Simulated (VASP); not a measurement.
Level of theory: RPBE GGA, VASP's PBE PAW potentials (set 64) (plane waves; VASP 6.6.1).

The input files of a VASP run:

INCAR:
```
SYSTEM = MoSi2
PREC = Accurate
ENCUT = 520
EDIFF = 1E-7
NELM = 100
ALGO = Normal
LREAL = .FALSE.
LASPH = .TRUE.
ISMEAR = 1
SIGMA = 0.1
GGA = RP
LMAXMIX = 4
LWAVE = .FALSE.
LCHARG = .FALSE.
ISIF = 4
IBRION = 2
NSW = 30
EDIFFG = -0.01
```

**KPOINTS**
```
Automatic mesh
0
Gamma
13 13 13
0 0 0
```

POSCAR:
```
MoSi2
1
   -1.6309700722     1.6309700722     3.9906221841
    1.6309700722    -1.6309700722     3.9906221841
    1.6309700722     1.6309700722    -3.9906221841
Si Mo
2 1
Direct
  0.6649941620   0.6649941620   0.0000000000
  0.3350058380   0.3350058380   0.0000000000
  0.0000000000   0.0000000000   0.0000000000
```

POTCAR, in this order: Si Mo_sv (PBE.64 set). Program: vasp_std.

The run wrote:

### OSZICAR
```
       N       E                     dE             d eps       ncg     rms          rms(c)
DAV:   1     0.119575250183E+03    0.11958E+03   -0.11368E+04  5904   0.138E+03
DAV:   2    -0.199778643730E+02   -0.13955E+03   -0.13762E+03  7280   0.332E+02
DAV:   3    -0.229539454769E+02   -0.29761E+01   -0.29305E+01  7945   0.432E+01
DAV:   4    -0.229684407954E+02   -0.14495E-01   -0.14485E-01  6699   0.360E+00
DAV:   5    -0.229685791938E+02   -0.13840E-03   -0.13839E-03  8036   0.323E-01    0.189E+01
DAV:   6    -0.222432513447E+02    0.72533E+00   -0.82187E+00  6895   0.190E+01    0.444E+00
DAV:   7    -0.220944972369E+02    0.14875E+00   -0.13655E+00  6649   0.722E+00    0.403E+00
DAV:   8    -0.220594755357E+02    0.35022E-01   -0.13480E-01  6881   0.309E+00    0.443E-01
DAV:   9    -0.220589121294E+02    0.56341E-03   -0.26262E-03  7413   0.477E-01    0.280E-01
DAV:  10    -0.220589310852E+02   -0.18956E-04   -0.96383E-04  7133   0.287E-01    0.678E-02
DAV:  11    -0.220589045896E+02    0.26496E-04   -0.43331E-04  6860   0.161E-01    0.446E-02
DAV:  12    -0.220588973139E+02    0.72757E-05   -0.34877E-05  6715   0.426E-02    0.127E-02
DAV:  13    -0.220588966211E+02    0.69279E-06   -0.22902E-06  7777   0.878E-03    0.168E-03
DAV:  14    -0.220588964552E+02    0.16589E-06   -0.15996E-07  4162   0.286E-03    0.933E-04
DAV:  15    -0.220588964166E+02    0.38634E-07   -0.10502E-08  3213   0.692E-04
   1 F= -.22058896E+02 E0= -.22058835E+02  d E =-.220589E+02
       N       E                     dE             d eps       ncg     rms          rms(c)
DAV:   1    -0.220606362822E+02   -0.17398E-02   -0.58585E-02  6153   0.233E+00    0.213E-01
DAV:   2    -0.220595511037E+02    0.10852E-02   -0.20261E-03  7427   0.371E-01    0.107E-01
DAV:   3    -0.220592593125E+02    0.29179E-03   -0.87725E-04  7532   0.234E-01    0.384E-02
DAV:   4    -0.220592502877E+02    0.90249E-05   -0.64514E-05  6692   0.589E-02    0.140E-02
DAV:   5    -0.220592493528E+02    0.93484E-06   -0.34181E-06  7133   0.122E-02    0.669E-03
DAV:   6    -0.220592492661E+02    0.86740E-07   -0.57630E-07  7469   0.512E-03
   2 F= -.22059249E+02 E0= -.22059157E+02  d E =-.352850E-03
       N       E                     dE             d eps       ncg     rms          rms(c)
DAV:   1    -0.220593186545E+02   -0.69302E-04   -0.20731E-03  6153   0.439E-01    0.401E-02
DAV:   2    -0.220592799322E+02    0.38722E-04   -0.72879E-05  7427   0.698E-02    0.201E-02
DAV:   3    -0.220592692509E+02    0.10681E-04   -0.30996E-05  7532   0.440E-02    0.730E-03
DAV:   4    -0.220592688981E+02    0.35282E-06   -0.23734E-06  6706   0.113E-02    0.262E-03
DAV:   5    -0.220592688726E+02    0.25551E-07   -0.11886E-07  3906   0.234E-03
   3 F= -.22059269E+02 E0= -.22059183E+02  d E =-.372456E-03
       N       E                     dE             d eps       ncg     rms          rms(c)
DAV:   1    -0.220593430165E+02   -0.74118E-04   -0.26968E-03  6916   0.445E-01    0.374E-02
DAV:   2    -0.220593100081E+02    0.33008E-04   -0.10039E-04  7133   0.770E-02    0.191E-02
DAV:   3    -0.220593016205E+02    0.83876E-05   -0.24284E-05  7301   0.377E-02    0.710E-03
DAV:   4    -0.220593008365E+02    0.78397E-06   -0.36631E-06  7315   0.142E-02    0.272E-03
DAV:   5    -0.220593008444E+02   -0.78448E-08   -0.20625E-07  5541   0.298E-03
   4 F= -.22059301E+02 E0= -.22059212E+02  d E =-.319718E-04
```

**OUTCAR**
```
------------------------ aborting loop because EDIFF is reached ----------------------------------------
  FORCE on cell =-STRESS in cart. coord.  units (eV):
  Direction    XX          YY          ZZ          XY          YZ          ZX
  --------------------------------------------------------------------------------------
  Total       -1.4614668     -1.4614668     -1.4561963      0.0000000      0.0000000      0.0000000
  in kB      -55.1451015    -55.1451015    -54.9462336      0.0000000      0.0000000      0.0000000
  external PRESSURE =     -55.0788122 kB  Pullay stress =       0.0000000 kB
  volume of cell :       42.46
      direct lattice vectors                 reciprocal lattice vectors
    -1.632209139  1.632209139  3.984565644     0.000000000  0.306333293  0.125484192
     1.632209139 -1.632209139  3.984565644     0.306333293  0.000000000  0.125484192
     1.632209139  1.632209139 -3.984565644     0.306333293  0.306333293  0.000000000
 POSITION                                       TOTAL-FORCE (eV/Angst)
 -----------------------------------------------------------------------------------
      0.00000      0.00000      5.29580        -0.000000     -0.000000     -0.001409
      0.00000      0.00000      2.67333         0.000000      0.000000      0.001409
      0.00000      0.00000      7.96913        -0.000000     -0.000000     -0.000000
 -----------------------------------------------------------------------------------
    total drift:                               -0.000000     -0.000000      0.000000
  FREE ENERGIE OF THE ION-ELECTRON SYSTEM (eV)
  ---------------------------------------------------
  free  energy   TOTEN  =       -22.0593008444 eV

  energy  without entropy=      -22.0590335747  energy(sigma->0) =      -22.05921175

 reached required accuracy - stopping structural energy minimisation
```
(Selected blocks of OUTCAR.)

**CONTCAR**
```
MoSi2
   1.00000000000000
    -1.6322091388304214    1.6322091388304214    3.9845656441152424
     1.6322091388304214   -1.6322091388304214    3.9845656441152424
     1.6322091388304214    1.6322091388304214   -3.9845656441152424
  Si              Mo
     2     1
Direct
     0.6645397362367826    0.6645397362367826    0.0000000000000000
     0.3354602637632174    0.3354602637632174    0.0000000000000000
     1.0000000000000000    1.0000000000000000    0.0000000000000000
```

### OUTCAR
```
 val. band max:       11.5212387073   @ k =  -0.3077  -0.3846   0.3077

 cond. band min:      11.5532667006   @ k =   0.0769   0.0000   0.0000


 Fermi energy:        11.5415928588

 k-point     1 :       0.0000    0.0000    0.0000
  band No.  band energies     occupation
      1     -49.2588      2.00000
      2     -23.3681      2.00000
      3     -23.3288      2.00000
      4     -23.3288      2.00000
      5      -1.4536      2.00000
      6       5.4811      2.00000
      7       8.1173      2.00000
      8       8.7444      2.00000
      9       9.0682      2.00000
     10       9.0682      2.00000
     11      11.8569     -0.00008
     12      14.4037      0.00000
     13      14.8640      0.00000
     14      14.8640      0.00000
     15      14.8881      0.00000

 k-point     2 :       0.0769    0.0000    0.0000
  band No.  band energies     occupation
      1     -49.2580      2.00000
      2     -23.3672      2.00000
      3     -23.3407      2.00000
      4     -23.3277      2.00000
      5      -1.3511      2.00000
      6       5.4735      2.00000
      7       7.8200      2.00000
      8       8.7455      2.00000
      9       9.1367      2.00000
     10       9.2236      2.00000
     11      11.5533      0.80390
     12      13.9782      0.00000
     13      14.3607      0.00000
     14      15.0861      0.00000
     15      15.1761      0.00000

 k-point     3 :       0.1538    0.0000    0.0000
  band No.  band energies     occupation
      1     -49.2558      2.00000
      2     -23.3735      2.00000
      3     -23.3647      2.00000
      4     -23.3247      2.00000
      5      -1.0481      2.00000
      6       5.4082      2.00000
      7       7.2690      2.00000
      8       8.6847      2.00000
      9       9.3317      2.00000
     10       9.4369      2.00000
     11      10.9470      2.00000
     12      13.3337     -0.00000
     13      13.7305      0.00000
     14      15.5040      0.00000
     15      15.5531      0.00000
...
```

The compound is MoSi2 in the MoSi2 type structure. This cell is one point of a volume scan, at 1.03 of the reference volume. Symmetry was kept, so distortions that lower it aren't found.
